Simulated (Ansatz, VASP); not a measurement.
## Two plane-wave programs on SrTl

File INCAR:

```
PREC = Accurate
ENCUT = 520
EDIFF = 1E-8
ISMEAR = -1
SIGMA = 0.05
LREAL = F
LASPH = T
NELM = 60
ALGO = Normal
ISIF = 2
LWAVE = F
LCHARG = F
LEFG = T
NBANDS = 18
```

The input KPOINTS:

```
regular mesh
0
Gamma
  9 9 9
```

File POSCAR:

```
SrTl
1.0
    4.0628529900      0.0000000000      0.0000000000
    0.0000000000      4.0628529900      0.0000000000
    0.0000000000      0.0000000000      4.0628529900
Sr Tl
1 1
Direct
    0.0000000000      0.0000000000      0.0000000000
    0.5000000000      0.5000000000      0.5000000000
```

Input for Ansatz:

```yaml
crystal:
  lattice:
    - [4.06285299, 0.0, 0.0]
    - [0.0, 4.06285299, 0.0]
    - [0.0, 0.0, 4.06285299]
  atoms:
    - { symbol: Sr, position: [0.0, 0.0, 0.0] }
    - { symbol: Tl, position: [0.5, 0.5, 0.5] }
kpoints:
  mp_grid: { grid: [9, 9, 9] }
  band_path:
    path:
      - [0.0, 0.0, 0.0]
      - [0.0, 0.5, 0.0]
      - [0.5, 0.5, 0.0]
      - [0.0, 0.0, 0.0]
      - [0.5, 0.5, 0.5]
      - [0.0, 0.5, 0.0]
      - [0.5, 0.5, 0.5]
      - [0.5, 0.5, 0.0]
    npoints: 6
scf:
  occupations: { method: fermi_dirac, width: 0.05 }
hamiltonian:
  xc: lda
  pseudopotentials: { kind: paw }
output:
  forces: true
  stress: true
  eigenvalues: true
  efg: { contact_densities: true }
  populations: true
```

Change from the starting cell: volume scaled by 1, PAW files.

Alike in both runs: task electric field gradients; functional LDA; k mesh 9 × 9 × 9; occupations fermi-dirac, width 0.05 eV; no spin polarisation.

|  | VASP | Ansatz |
| --- | --- | --- |
| version | VASP 6.6.1 | Ansatz 0.2.0 |
| potentials or method | VASP PAW LDA potentials, release 64 (Sr_sv, Tl_d) | PAW with Ansatz's default frozen-core files, scalar-relativistic |
| plane-wave cutoff (eV) | 520 | 420 |
| valence electrons in the cell | 23 | 23 |

Ansatz gave:

- pressure (GPa): -2.3
- Vzz of the field gradient on the site that differs most (V/Å²): 0.0

Question: What did VASP give for the same quantities?

Answer: Pressure (GPa): -2.2; Vzz of the field gradient on the site that differs most (V/Å²): 0.0.

Ansatz warned: «gradients_without_spin_orbit».

The runs have no spin-orbit coupling, so splittings on Tl are missing.
